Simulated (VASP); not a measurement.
Computed with PBE GGA, VASP's PBE PAW potentials (set 64) (plane waves; VASP).

The input files of a VASP run:

**INCAR**
```
ISMEAR  =  0   ! Gaussian
LASPH  =  T
ENCUT  =  520   ! plane-wave cut-off (eV)
GGA  =  PE   ! PBE
LREAL  =  F
PREC  =  Accurate
SIGMA  =  0.05   ! width (eV)
EDIFF  =  1E-6   ! SCF stop (eV)
NELM  =  100   ! most electronic steps
LWAVE  =  F
LCHARG  =  T
ALGO  =  Normal
SYSTEM  =  AlN
```

POSCAR:
```
AlN
1
   -0.0000000000     2.2005493169     2.2005493169
    2.2005493169     0.0000000000     2.2005493169
    2.2005493169     2.2005493169    -0.0000000000
Al N
1 1
Direct
  0.0000000000   0.0000000000   0.0000000000
  0.2500000000   0.2500000000   0.2500000000
```

### KPOINTS
```
Automatic mesh
0
Gamma
9 9 9
0 0 0
```

POTCAR, in this order: Al N (PBE.64 set). Program: vasp_std.

Output

### OSZICAR
```
       N       E                     dE             d eps       ncg     rms          rms(c)
DAV:   1     0.111140817803E+02    0.11114E+02   -0.40625E+03   584   0.829E+02
DAV:   2    -0.165914644461E+02   -0.27706E+02   -0.26701E+02   736   0.144E+02
DAV:   3    -0.171831010666E+02   -0.59164E+00   -0.59164E+00   648   0.272E+01
DAV:   4    -0.171856432146E+02   -0.25421E-02   -0.25421E-02   832   0.164E+00
DAV:   5    -0.171856461406E+02   -0.29259E-05   -0.29259E-05   648   0.441E-02    0.852E+00
DAV:   6    -0.148616306323E+02    0.23240E+01   -0.13609E+01   600   0.236E+01    0.290E+00
DAV:   7    -0.148535443376E+02    0.80863E-02   -0.10038E-01   576   0.335E+00    0.197E+00
DAV:   8    -0.148476186335E+02    0.59257E-02   -0.19041E-02   624   0.191E+00    0.411E-01
DAV:   9    -0.148472965567E+02    0.32208E-03   -0.84913E-04   784   0.234E-01    0.207E-01
DAV:  10    -0.148474064729E+02   -0.10992E-03   -0.27565E-04   608   0.143E-01    0.339E-02
DAV:  11    -0.148474048285E+02    0.16444E-05   -0.63994E-06   696   0.200E-02    0.152E-02
DAV:  12    -0.148474049558E+02   -0.12731E-06   -0.12060E-06   528   0.106E-02
   1 F= -.14847405E+02 E0= -.14847405E+02  d E =-.206796E-14
```

### OUTCAR
```
------------------------ aborting loop because EDIFF is reached ----------------------------------------
  FORCE on cell =-STRESS in cart. coord.  units (eV):
  Direction    XX          YY          ZZ          XY          YZ          ZX
  --------------------------------------------------------------------------------------
  Total        0.0001290      0.0001290      0.0001290      0.0000000     -0.0000000      0.0000000
  in kB        0.0097009      0.0097009      0.0097009      0.0000000     -0.0000000      0.0000000
  external PRESSURE =       0.0097009 kB  Pullay stress =       0.0000000 kB
  volume of cell :       21.31
      direct lattice vectors                 reciprocal lattice vectors
     0.000000000  2.200549317  2.200549317    -0.227215994  0.227215994  0.227215994
     2.200549317  0.000000000  2.200549317     0.227215994 -0.227215994  0.227215994
     2.200549317  2.200549317  0.000000000     0.227215994  0.227215994 -0.227215994
  FREE ENERGIE OF THE ION-ELECTRON SYSTEM (eV)
  ---------------------------------------------------
  free  energy   TOTEN  =       -14.8474049558 eV

  energy  without entropy=      -14.8474049558  energy(sigma->0) =      -14.84740496
```
(Selected blocks of OUTCAR.)

The compound is AlN in the zinc blende structure, a metastable form; wurtzite is the usual one. It was relaxed first.
